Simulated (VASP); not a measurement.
# Al15CoN16 (a cell with a defect) in VASP: further runs, part 2 of 3

VASP 6.6.1. Earlier steps stand in the parts before.

## Step 3: Single point, PBEsol+U, collinear spin, ferromagnetic start

Input file INCAR:

```
ALGO     = Normal         # electronic algorithm
EDIFF    = 1E-5           # SCF threshold, eV
ENCUT    = 450            # plane-wave cutoff, eV
GGA      = PS             # functional
ISIF     = 2              # what is computed and relaxed
ISMEAR   = 0              # smearing method
ISPIN    = 2              # spin polarisation
ISYM     = 0            
KPAR     = 4            
LASPH    = True           # aspherical terms in the spheres
LCHARG   = False          # write CHGCAR
LDAU     = True           # DFT+U
LDAUJ    = 0 0 0        
LDAUL    = 2 -1 -1        # shell
LDAUPRINT= 1            
LDAUTYPE = 2            
LDAUU    = 4 0 0          # U, eV
LMAXMIX  = 4              # l up to which the mixer works
LORBIT   = 11             # projections on sites
LREAL    = Auto         
LWAVE    = False          # write WAVECAR
MAGMOM   = 4 0 0 0 0 0 0 0 0 0 0 0 0 0 0 0 0 0 0 0 0 0 0 0 0 0 0 0 0 0 0 0 # initial moments
NBANDS   = 93             # bands
NELM     = 120            # most SCF steps
NUPDOWN  = 4              # fixed moment
PREC     = Accurate       # precision mode
SIGMA    = 0.03           # smearing width, eV
```

Input file KPOINTS:

```
k-points
0
Gamma
  3 3 2
```

Input file POSCAR:

```
Al15CoN16                               
1.0
    6.2200008610      0.0000000000      0.0000000000
   -3.1100004305      5.3866787572      0.0000000000
    0.0000000000      0.0000000000      9.9600000000
  Co              Al              N             
     1    15    16
Direct
     0.3347336940401443    0.1677450543209002    0.0020303404667590
     0.3338702708087025    0.1670308890221292    0.4992128747003385
     0.3372740824188699    0.6688215054038185    0.0025294420077130
     0.3344704459782102    0.6671625670947322    0.5004180786774337
     0.8330828131134288    0.1653499363307558    0.0023326531515144
     0.8337563870806194    0.1667965770978786    0.5004930338620766
     0.8335570513888769    0.6689739384284413    0.0022617405180556
     0.8342538290775317    0.6674034430080813    0.5004631443781298
     0.1666485482812472    0.3339489958250196    0.2514005718206485
     0.1672475414577860    0.3344513881215140    0.7488866775780549
     0.1671068254513372    0.8334725577970638    0.2513257336923528
     0.1676185379342625    0.8345304767328575    0.7488261447076591
     0.6670427437035732    0.3340889148218684    0.2513982971380935
     0.6673652387614563    0.3345746911375470    0.7486420548441979
     0.6673910955751585    0.8340007391975734    0.2515508706635651
     0.6673092889715647    0.8343885853793745    0.7502117978099802
     0.3332817865737605    0.1670395876802473    0.1985867587828986
     0.3339891448709544    0.1678333144554312    0.6904806988805526
     0.3342172807681419    0.6672947975262192    0.1924434141703502
     0.3349842413197793    0.6681862932529550    0.6906461977566849
     0.8334806010879888    0.1672596722036061    0.1922991993881357
     0.8334330855000419    0.1667828336739061    0.6907463884924077
     0.8339080233911740    0.6673435067475564    0.1922538285500528
     0.8338041553171558    0.6684025441910227    0.6906864591162811
     0.1666809814809187    0.3341731290288671    0.4421871522989821
     0.1638841267668255    0.3382135273830809    0.9394164686855022
     0.1671496083096814    0.8327576145520483    0.4421274526684248
     0.1644139203489351    0.8266398276736353    0.9393379356035001
     0.6681738815408501    0.3343049152122042    0.4422467545276881
     0.6757357400097946    0.3384285322204533    0.9390372294703266
     0.6675610546330187    0.8337969405129814    0.4415387977480726
     0.6680739740381958    0.8343867039662113    0.9415638078435747
```

Potentials or basis: VASP PAW PBE potentials, release 64 (Co, Al, N).

The run is started by

```console
$ cat potpaw_PBE.64/Co/POTCAR potpaw_PBE.64/Al/POTCAR potpaw_PBE.64/N/POTCAR > POTCAR
$ mpirun -np 4 vasp_std > vasp.out
```

OUTCAR:

```text
EDIFF = 1E-5
   ENCUT = 450
   GGA = PS
   ISIF = 2
   ISMEAR = 0
   ISPIN = 2
   ISYM = 0
   LASPH = True
   LORBIT = 11
   LREAL = Auto
   NELM = 120
   NUPDOWN = 4
   PREC = Accurate

 ion  position               nearest neighbor table
   1  0.335  0.168  0.002-  28 1.94  30 1.94  26 1.94  17 1.96  13 3.06  11 3.07   9 3.07  14 3.10
                            12 3.10  10 3.10   5 3.11   3 3.11   7 3.11   7 3.11   3 3.11   5 3.11
   2  0.334  0.167  0.499-  29 1.89  27 1.89  25 1.89  18 1.91  13 3.05  11 3.05   9 3.05  12 3.06
                            14 3.07  10 3.07   8 3.11   4 3.11   6 3.11   6 3.11   4 3.11   8 3.11
   3  0.337  0.669  0.003-  32 1.88  26 1.89  28 1.89  19 1.89  15 3.05  11 3.06   9 3.07  16 3.08
                             5 3.09   7 3.09  10 3.10  12 3.11   1 3.11   1 3.11   7 3.13   5 3.13
   4  0.334  0.667  0.500-  27 1.88  25 1.89  31 1.89  20 1.89  10 3.06  15 3.06  12 3.06   9 3.06
                            11 3.06  16 3.07   6 3.11   8 3.11   2 3.11   2 3.11   8 3.11   6 3.11
[... 1975 lines left out ...]
      1.56048      4.49457      9.37798        -0.014352      0.005744      0.038676
 -----------------------------------------------------------------------------------
    total drift:                                0.000878      0.008150      0.014224

  FREE ENERGIE OF THE ION-ELECTRON SYSTEM (eV)
  ---------------------------------------------------
  free  energy   TOTEN  =      -247.0246361183 eV

  energy  without entropy=     -247.0246361183  energy(sigma->0) =     -247.02463612

 total charge

# of ion       s       p       d       tot
------------------------------------------
    1        0.470   0.607   7.054   8.131
    2        0.369   0.443   0.000   0.812
    3        0.370   0.444   0.000   0.814
    4        0.370   0.447   0.000   0.817
    5        0.372   0.447   0.000   0.818
    6        0.370   0.447   0.000   0.817
[... 24 lines left out ...]
   31        1.223   2.619   0.000   3.842
   32        1.223   2.618   0.000   3.842
--------------------------------------------------
tot         25.620  48.964   7.054  81.638

 magnetization (x)

# of ion       s       p       d       tot
------------------------------------------
    1        0.013   0.103   2.811   2.927
    2        0.000   0.000   0.000   0.000
    3        0.003   0.005   0.000   0.008
    4        0.000   0.001   0.000   0.001
    5        0.001   0.002   0.000   0.003
    6        0.000   0.001   0.000   0.001
[... 24 lines left out ...]
   31        0.000   0.002   0.000   0.003
   32       -0.000   0.000   0.000  -0.000
--------------------------------------------------
tot          0.061   0.730   2.811   3.601
```

It took 6.3 min on 4 MPI ranks of Intel Xeon Platinum 8488C (Sapphire Rapids), shared host; peak memory 0.72 GiB.

What came out:

```
Free energy                                           : -247.0246 eV
Largest force                                         : 0.503 eV/Å
Net moment                                            : 4.00 μB per cell
Site moments                                          : Co +2.93; Al +0.00, +0.01; N +0.12, +0.01, -0.00, +0.15, +0.00 μB
Valence electrons inside the program's atomic spheres : Co 8.13; Al 0.81, 0.82; N 3.81, 3.84, 3.79, 3.80
```

Forces in eV/Å, atoms in the order of the input:
```
Co  -0.011  0.116 -0.324
Al  -0.004  0.018  0.110
Al  -0.169 -0.069 -0.218
Al   0.001  0.001  0.032
Al   0.010  0.212 -0.243
Al  -0.005  0.011  0.021
Al   0.156 -0.071 -0.204
Al  -0.025 -0.007  0.030
Al  -0.111  0.127  0.061
Al   0.048 -0.003  0.091
Al   0.001 -0.177 -0.015
Al  -0.001 -0.017  0.139
Al   0.134  0.117  0.069
Al  -0.032 -0.004  0.094
Al   0.002 -0.008 -0.025
Al   0.015 -0.018  0.059
N    0.034  0.146 -0.312
N    0.001 -0.005 -0.069
N    0.007  0.002  0.018
N   -0.009 -0.026 -0.004
N    0.004 -0.023  0.038
N    0.010  0.033  0.019
N   -0.011 -0.001  0.026
N    0.020 -0.022 -0.006
N    0.019 -0.022 -0.062
N    0.129 -0.289  0.345
N   -0.015  0.042 -0.063
N   -0.024  0.227  0.043
N   -0.013 -0.017 -0.069
N   -0.145 -0.283  0.390
N   -0.003  0.005 -0.009
N   -0.014  0.006  0.039
```

Eigenvalues of the final occupation matrices:
```csv
site,spin,trace,eigenvalues
site 1 d,1,4.95,0.97 0.98 1.00 1.00 1.00
site 1 d,2,2.14,0.12 0.30 0.31 0.44 0.97
```

Caveat: the k mesh is coarse (spacing up to 0.39 Å⁻¹), so the values aren't converged; the cutoff is under 1.25 times the usual one of these potentials, so pressure, stress and relaxed cells hold a basis-set (Pulay) error; the PAW data sets were made with another functional, which shifts forces and pressure a little; the total moment is fixed, so each spin has its own Fermi level. The state reached can hang on the start; a lower one may exist.

## Step 4: Relaxation of the atoms, PBEsol+U, collinear spin, ferromagnetic start (atoms moved at random, drawn with an rms of 0.05 Å)

Input file INCAR:

```
SYSTEM = Al15CoN16
PREC     = Accurate       ! precision mode
ENCUT    = 450            ! plane-wave cutoff, eV
EDIFF    = 1E-5           ! SCF threshold, eV
ISMEAR   = 0              ! smearing method
SIGMA    = 0.03           ! smearing width, eV
LREAL    = Auto         
LASPH    = .True.         ! aspherical terms in the spheres
NELM     = 120            ! most SCF steps
ALGO     = Normal         ! electronic algorithm
ISIF     = 2              ! what is computed and relaxed
LWAVE    = .False.        ! write WAVECAR
LCHARG   = .False.        ! write CHGCAR
ISPIN    = 2              ! spin polarisation
MAGMOM   = 4 0 0 0 0 0 0 0 0 0 0 0 0 0 0 0 0 0 0 0 0 0 0 0 0 0 0 0 0 0 0 0 ! initial moments
LORBIT   = 11             ! projections on sites
NUPDOWN  = 4              ! fixed moment
LMAXMIX  = 4              ! l up to which the mixer works
LDAU     = .True.         ! DFT+U
LDAUTYPE = 2            
LDAUL    = 2 -1 -1        ! shell
LDAUU    = 4 0 0          ! U, eV
LDAUJ    = 0 0 0        
LDAUPRINT= 1            
GGA      = PS             ! functional
IBRION   = 2              ! ionic algorithm
NSW      = 60             ! ionic steps
EDIFFG   = -0.03          ! ionic threshold
ISYM     = 0            
KPAR     = 4
```

Input file KPOINTS:

```
Automatic mesh
0
Gamma
  3 3 2
  0 0 0
```

Input file POSCAR:

```
Al15CoN16
1.0
    6.2200008610      0.0000000000      0.0000000000
   -3.1100004305      5.3866787572      0.0000000000
    0.0000000000      0.0000000000      9.9600000000
Co Al N
1 15 16
Direct
    0.3338800000      0.1649330000      0.0032050000
    0.3442000000      0.1721400000      0.5027360000
    0.3280840000      0.6650910000      0.0025890000
    0.3311050000      0.6567850000      0.5003680000
    0.8344720000      0.1696210000     -0.0014620000
    0.8310290000      0.1644310000      0.5022720000
    0.8432940000      0.6676880000      0.0024990000
    0.8328270000      0.6602550000      0.4981870000
    0.1703340000      0.3423070000      0.2487880000
    0.1630310000      0.3341300000      0.7479260000
    0.1624710000      0.8295610000      0.2538870000
    0.1771750000      0.8423270000      0.7492980000
    0.6697360000      0.3309760000      0.2471610000
    0.6540630000      0.3262510000      0.7454490000
    0.6653700000      0.8340450000      0.2465410000
    0.6678170000      0.8358200000      0.7506950000
    0.3348930000      0.1688130000      0.1903760000
    0.3366050000      0.1647640000      0.6887490000
    0.3394700000      0.6739810000      0.1952730000
    0.3270110000      0.6632520000      0.6960480000
    0.8234900000      0.1619250000      0.1921200000
    0.8326120000      0.1730530000      0.6920910000
    0.8399870000      0.6726240000      0.1865380000
    0.8362260000      0.6771680000      0.6939450000
    0.1685270000      0.3355660000      0.4410200000
    0.1672850000      0.3362050000      0.9430900000
    0.1670680000      0.8333510000      0.4421270000
    0.1686280000      0.8282890000      0.9464560000
    0.6613930000      0.3310710000      0.4458950000
    0.6752120000      0.3345290000      0.9395900000
    0.6765190000      0.8399260000      0.4438090000
    0.6616860000      0.8347060000      0.9403160000
```

Potentials or basis: VASP PAW PBE potentials, release 64 (Co, Al, N).

The run is started by

```console
$ cat potpaw_PBE.64/Co/POTCAR potpaw_PBE.64/Al/POTCAR potpaw_PBE.64/N/POTCAR > POTCAR
$ mpirun -np 4 vasp_std > vasp.out
```

OUTCAR:

```text
SYSTEM = Al15CoN16
   PREC = Accurate
   ENCUT = 450
   EDIFF = 1E-5
   ISMEAR = 0
   LREAL = Auto
   LASPH = .True.
   NELM = 120
   ISIF = 2
   ISPIN = 2
   LORBIT = 11
   NUPDOWN = 4
   GGA = PS
   IBRION = 2
   NSW = 60
   EDIFFG = -0.03
   ISYM = 0

 ion  position               nearest neighbor table
   1  0.334  0.165  0.003-  17 1.86  28 1.90  26 1.92  30 1.94  13 3.03   9 3.06  12 3.07   7 3.07
                            11 3.08   3 3.09  14 3.09   5 3.10   5 3.12   3 3.13  10 3.13   7 3.15
   2  0.344  0.172  0.503-  29 1.80  18 1.85  27 1.92  25 1.93  14 2.94  12 3.03   8 3.04   6 3.05
                             4 3.06  10 3.06  11 3.09  13 3.09   9 3.14   4 3.17   6 3.17   8 3.18
   3  0.328  0.665  0.003-  28 1.83  26 1.87  32 1.90  19 1.92   9 3.01   7 3.02  15 3.03  11 3.07
                             5 3.08  12 3.08   1 3.09  10 3.10  16 3.11   1 3.13   5 3.14   7 3.20
   4  0.331  0.657  0.500-  25 1.83  27 1.92  31 1.95  20 1.95  10 3.02   9 3.02   2 3.06  11 3.07
[... 2274 lines left out ...]
  Total        0.9180624      1.8112375      0.6279428     -0.0715824     -0.4516785     -0.0133595
  in kB        4.4076992      8.6959119      3.0148089     -0.3436734     -2.1685483     -0.0641401
  external PRESSURE =       5.3728067 kB  Pullay stress =       0.0000000 kB
[... 47 lines left out ...]
  FREE ENERGIE OF THE ION-ELECTRON SYSTEM (eV)
  ---------------------------------------------------
  free  energy   TOTEN  =      -247.0652858423 eV

  energy  without entropy=     -247.0652858423  energy(sigma->0) =     -247.06528584

 reached required accuracy - stopping structural energy minimisation

 total charge

# of ion       s       p       d       tot
------------------------------------------
    1        0.479   0.631   7.071   8.182
    2        0.369   0.443   0.000   0.812
    3        0.372   0.447   0.000   0.819
    4        0.370   0.444   0.000   0.814
    5        0.369   0.441   0.000   0.810
    6        0.370   0.445   0.000   0.815
[... 24 lines left out ...]
   31        1.223   2.616   0.000   3.839
   32        1.223   2.617   0.000   3.840
--------------------------------------------------
tot         25.625  48.975   7.071  81.672

 magnetization (x)

# of ion       s       p       d       tot
------------------------------------------
    1        0.013   0.106   2.813   2.932
    2        0.000   0.000   0.000   0.000
    3        0.002   0.003   0.000   0.005
    4        0.000   0.001   0.000   0.001
    5        0.004   0.007   0.000   0.010
    6        0.000   0.001   0.000   0.001
[... 24 lines left out ...]
   31        0.000   0.002   0.000   0.003
   32       -0.000   0.000   0.000  -0.000
--------------------------------------------------
tot          0.064   0.724   2.813   3.601
```

OSZICAR:

```text
N       E                     dE             d eps       ncg     rms          rms(c)
DAV:   1     0.697298358632E+03    0.69730E+03   -0.56268E+04  3440   0.128E+03
DAV:   2    -0.201749968693E+03   -0.89905E+03   -0.86142E+03  4192   0.291E+02
DAV:   3    -0.285636244213E+03   -0.83886E+02   -0.82603E+02  4080   0.100E+02
[... 133 lines left out ...]
DAV:   1    -0.247065036076E+03   -0.28993E-03   -0.17027E-01  3440   0.154E+00    0.101E-01
DAV:   2    -0.247065314996E+03   -0.27892E-03   -0.29344E-03  4224   0.197E-01    0.598E-02
DAV:   3    -0.247065298041E+03    0.16955E-04   -0.92455E-05  4488   0.465E-02    0.321E-02
DAV:   4    -0.247065282458E+03    0.15583E-04   -0.71682E-05  4352   0.584E-02    0.217E-02
DAV:   5    -0.247065285842E+03   -0.33839E-05   -0.30925E-05  2496   0.390E-02
  15 F= -.24706529E+03 E0= -.24706529E+03  d E =-.541435E-03  mag=     4.0000
```

Run time: 25 min. Hardware: 4 MPI ranks of Intel Xeon 6975P-C (Granite Rapids), shared host; peak memory 0.76 GiB.

Results:

| Item | Value |
| --- | --- |
| Free energy | -247.0653 eV |
| Energy gained by relaxing | 27.9 meV/atom |
| Ionic steps | 15 |
| Largest force after relaxing | 0.023 eV/Å |
| Net moment | 4.00 μB per cell |
| Site moments | Co +2.93; Al +0.00, +0.01; N +0.13, +0.01, -0.00, +0.14, +0.15, +0.00 μB |
| Valence electrons inside the program's atomic spheres | Co 8.18; Al 0.81, 0.82; N 3.80, 3.84 |

Forces in eV/Å, atoms in the order of the input:
```
Co   0.006  0.005 -0.003
Al  -0.006  0.000 -0.006
Al   0.002  0.009  0.007
Al   0.002  0.002  0.004
Al   0.000 -0.007 -0.011
Al  -0.003  0.006 -0.007
Al  -0.005 -0.004  0.002
Al  -0.013 -0.005  0.004
Al  -0.003  0.010 -0.011
Al   0.000  0.004  0.012
Al  -0.006 -0.012 -0.004
Al   0.003 -0.012  0.003
Al   0.011 -0.007 -0.017
Al   0.011  0.015  0.013
Al   0.002  0.000 -0.012
Al   0.011  0.003  0.017
N    0.002 -0.008 -0.003
N    0.004 -0.007  0.011
N   -0.002 -0.003 -0.007
N    0.011 -0.006  0.004
N    0.009 -0.012 -0.002
N    0.008  0.009 -0.003
N   -0.006 -0.009 -0.005
N    0.005  0.001  0.002
N    0.000  0.007  0.008
N   -0.010  0.018 -0.010
N   -0.008 -0.007  0.013
N   -0.008 -0.009  0.006
N    0.000  0.003  0.001
N    0.000  0.006 -0.007
N   -0.005  0.002  0.006
N   -0.011  0.005 -0.005
```

The path:
| step | energy change (eV) | largest force (eV/Å) | pressure (GPa) |
| --- | --- | --- | --- |
| 1 | 0.0000 | 2.5886 | 1.38 |
| 2 | -0.6356 | 1.5355 | 0.80 |
| 3 | -0.8331 | 0.4900 | 0.56 |
| 4 | -0.8699 | 0.3082 | 0.52 |
| 5 | -0.8725 | 0.2029 | 0.55 |
| 6 | -0.8837 | 0.1300 | 0.51 |
| 7 | -0.8846 | 0.1378 | 0.52 |
| 8 | -0.8902 | 0.0783 | 0.54 |
| 9 | -0.8907 | 0.0815 | 0.52 |
| 10 | -0.8926 | 0.0353 | 0.54 |
| 11 | -0.8927 | 0.0355 | 0.54 |
| 12 | -0.8925 | 0.0521 | 0.54 |
| 13 | -0.8928 | 0.0420 | 0.52 |
| 14 | -0.8928 | 0.0392 | 0.55 |
| 15 | -0.8933 | 0.0232 | 0.54 |

Final structure:
```
Co Al N
1.0
     6.22000    0.00000    0.00000
    -3.11000    5.38668    0.00000
     0.00000    0.00000    9.96000
Co Al N
1 15 16
Direct
  0.33352 0.16638 0.99988
  0.33395 0.16702 0.49987
  0.33666 0.66852 0.00185
  0.33420 0.66721 0.50062
  0.83439 0.16807 0.00102
  0.83396 0.16710 0.50064
  0.83349 0.66870 0.00183
  0.83433 0.66744 0.50063
  0.16634 0.33310 0.25064
  0.16731 0.33436 0.74972
  0.16647 0.83173 0.25127
  0.16766 0.83507 0.75044
  0.66733 0.33350 0.25067
  0.66720 0.33433 0.74967
  0.66746 0.83405 0.25119
  0.66727 0.83434 0.75059
  0.33273 0.16500 0.19563
  0.33392 0.16771 0.69084
  0.33436 0.66658 0.19229
  0.33424 0.66824 0.69141
  0.83374 0.16728 0.19156
  0.83365 0.16713 0.69119
  0.83350 0.66688 0.19227
  0.83423 0.66825 0.69140
  0.16710 0.33394 0.44169
  0.16663 0.33906 0.93997
  0.16730 0.83324 0.44187
  0.16516 0.82846 0.94196
  0.66776 0.33413 0.44176
  0.67356 0.33920 0.93978
  0.66755 0.83396 0.44172
  0.66857 0.83563 0.94170
```

Eigenvalues of the final occupation matrices:
| site | spin | trace | eigenvalues |
| --- | --- | --- | --- |
| site 1 d | 1 | 4.96 | 0.97 0.98 1.00 1.00 1.00 |
| site 1 d | 2 | 2.14 | 0.13 0.27 0.38 0.40 0.97 |

Caveat: the k mesh is coarse (spacing up to 0.39 Å⁻¹), so the values aren't converged; the cutoff is under 1.25 times the usual one of these potentials, so pressure, stress and relaxed cells hold a basis-set (Pulay) error; the PAW data sets were made with another functional, which shifts forces and pressure a little; the total moment is fixed, so each spin has its own Fermi level. The state reached can hang on the start; a lower one may exist.

[end of part 2 of 3]
